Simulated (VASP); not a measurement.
Calculation: r2SCAN meta-GGA, VASP's PBE PAW potentials (set 64) (plane waves; VASP).

A VASP calculation is set up with these files.

File POSCAR:
```
Si2Ni
1
    4.2179485915    -0.0000000000     0.0000000000
   -2.1089742958     3.6528502884     0.0000000000
    0.0000000000    -0.0000000000     2.4788885655
Ni Si
1 2
Direct
  0.0000000000   0.0000000000   0.0000000000
  0.3333330000   0.6666670000   0.5000000000
  0.6666670000   0.3333330000   0.5000000000
```

**KPOINTS_OPT**
```
k-points along high-symmetry lines
6
Line-mode
Reciprocal
  0.000000   0.000000   0.000000 ! GAMMA
  0.500000   0.000000   0.000000 ! M

  0.500000   0.000000   0.000000 ! M
  0.333333   0.333333   0.000000 ! K

  0.333333   0.333333   0.000000 ! K
  0.000000   0.000000   0.000000 ! GAMMA

  0.000000   0.000000   0.000000 ! GAMMA
  0.000000   0.000000   0.500000 ! A

  0.000000   0.000000   0.500000 ! A
  0.500000   0.000000   0.500000 ! L

  0.500000   0.000000   0.500000 ! L
  0.333333   0.333333   0.500000 ! H

  0.333333   0.333333   0.500000 ! H
  0.000000   0.000000   0.500000 ! A

  0.500000   0.000000   0.500000 ! L
  0.500000   0.000000   0.000000 ! M

  0.333333   0.333333   0.500000 ! H
  0.333333   0.333333   0.000000 ! K
```

### KPOINTS
```
K-points
0
gamma
9 9 14
0 0 0
```

### INCAR
```
# general
SYSTEM  = Si2Ni
PREC    = Accurate
ENCUT   = 400
LREAL   = F
LASPH   = T

# electronic loop
EDIFF   = 1E-7
NELM    = 100
ALGO    = Normal
LMAXMIX = 4
LMIXTAU = T

# smearing
ISMEAR  = -5

# functional
METAGGA = R2SCAN

# ions
ISIF    = 2

# output
LWAVE   = F
LCHARG  = F
LORBIT  = 11
NEDOS   = 601

# other
LEFG    = T
```

POTCAR, in this order: Ni Si (PBE.64 set). Program: vasp_std.

The run wrote:

OSZICAR:
```
       N       E                     dE             d eps       ncg     rms          rms(c)
DAV:   1     0.454315312929E+02    0.45432E+02   -0.69402E+03  2528   0.119E+03
DAV:   2    -0.288818432031E+02   -0.74313E+02   -0.70210E+02  2636   0.231E+02
DAV:   3    -0.320741443404E+02   -0.31923E+01   -0.30545E+01  3142   0.529E+01
DAV:   4    -0.321328747943E+02   -0.58730E-01   -0.58865E-01  2839   0.684E+00
DAV:   5    -0.321343629696E+02   -0.14882E-02   -0.15041E-02  3243   0.116E+00    0.148E+01
DAV:   6    -0.369940145960E+02   -0.48597E+01   -0.61852E+01  2607   0.176E+02    0.295E+01
DAV:   7    -0.290065874359E+02    0.79874E+01   -0.14649E+01  2966   0.113E+02    0.842E+00
DAV:   8    -0.283769580850E+02    0.62963E+00   -0.36999E+00  3335   0.390E+01    0.328E+00
DAV:   9    -0.283799272653E+02   -0.29692E-02   -0.28746E-01  2566   0.507E+00    0.124E+00
DAV:  10    -0.283831976045E+02   -0.32703E-02   -0.11964E-01  2873   0.688E+00    0.366E-01
DAV:  11    -0.283861390116E+02   -0.29414E-02   -0.16932E-02  2706   0.206E+00    0.174E-01
DAV:  12    -0.283878618067E+02   -0.17228E-02   -0.26112E-03  2631   0.709E-01    0.903E-02
DAV:  13    -0.283879476880E+02   -0.85881E-04   -0.38922E-04  2990   0.383E-01    0.190E-02
DAV:  14    -0.283879375295E+02    0.10159E-04   -0.46804E-05  2711   0.900E-02    0.112E-02
DAV:  15    -0.283879564479E+02   -0.18918E-04   -0.20908E-05  2611   0.644E-02    0.538E-03
DAV:  16    -0.283879543757E+02    0.20722E-05   -0.37565E-06  2794   0.248E-02    0.164E-03
DAV:  17    -0.283879564433E+02   -0.20676E-05   -0.30933E-07  2785   0.845E-03    0.104E-03
DAV:  18    -0.283879571550E+02   -0.71169E-06   -0.58967E-08  1488   0.427E-03    0.409E-04
DAV:  19    -0.283879577040E+02   -0.54899E-06   -0.10132E-08  1313   0.207E-03    0.174E-04
DAV:  20    -0.283879575802E+02    0.12381E-06   -0.95219E-09  1288   0.137E-03    0.164E-04
DAV:  21    -0.283879575849E+02   -0.47526E-08   -0.14346E-09  1258   0.523E-04
   1 F= -.28387958E+02 E0= -.28387958E+02  d E =0.000000E+00
       N       E                     dE             ncg
```

### OUTCAR
```
------------------------ aborting loop because EDIFF is reached ----------------------------------------
  FORCE on cell =-STRESS in cart. coord.  units (eV):
  Direction    XX          YY          ZZ          XY          YZ          ZX
  --------------------------------------------------------------------------------------
  Total       -0.0277988     -0.0277988     -0.1597202      0.0000000     -0.0000000      0.0000000
  in kB       -1.1661303     -1.1661301     -6.7000840      0.0000000     -0.0000000      0.0000000
  external PRESSURE =      -3.0107814 kB  Pullay stress =       0.0000000 kB
  volume of cell :       38.19
      direct lattice vectors                 reciprocal lattice vectors
     4.217948591  0.000000000  0.000000000     0.237082074  0.136879412  0.000000000
    -2.108974296  3.652850288  0.000000000     0.000000000  0.273758824  0.000000000
     0.000000000  0.000000000  2.478888566     0.000000000  0.000000000  0.403406597
 POSITION                                       TOTAL-FORCE (eV/Angst)
 -----------------------------------------------------------------------------------
      0.00000      0.00000      0.00000        -0.000000      0.000000      0.000000
     -0.00000      2.43523      1.23944         0.000000      0.000000     -0.000000
      2.10898      1.21762      1.23944        -0.000000     -0.000000      0.000000
 -----------------------------------------------------------------------------------
    total drift:                               -0.000000      0.000000     -0.000000
  FREE ENERGIE OF THE ION-ELECTRON SYSTEM (eV)
  ---------------------------------------------------
  free  energy   TOTEN  =       -28.3879575849 eV

  energy  without entropy=      -28.3879575849  energy(sigma->0) =      -28.38795758

 total charge

# of ion       s       p       d       tot
------------------------------------------
    1        0.386   0.400   8.483   9.269
    2        0.776   0.851   0.000   1.627
    3        0.776   0.851   0.000   1.627
--------------------------------------------------
tot          1.939   2.102   8.483  12.524

 Electric field gradients after diagonalization (V/A^2)
 (convention: |V_zz| > |V_xx| > |V_yy|)
----------------------------------------------------------------------
 ion       V_xx      V_yy      V_zz     asymmetry (V_yy - V_xx)/ V_zz
----------------------------------------------------------------------
   1      18.099    18.098   -36.197       0.000
   2       0.923     0.922    -1.845       0.000
   3       0.923     0.922    -1.845       0.000
```
(Selected blocks of OUTCAR.)

For a metal the tetrahedron method with Blöchl corrections gives inexact stress and forces.

The structure was generated: Si2Ni was put into the AlB2 type (P6/mmm), which need not be its known phase. It was relaxed first, which changed the volume by -48 %. The run is not spin-polarised, so no magnetic state was tried.
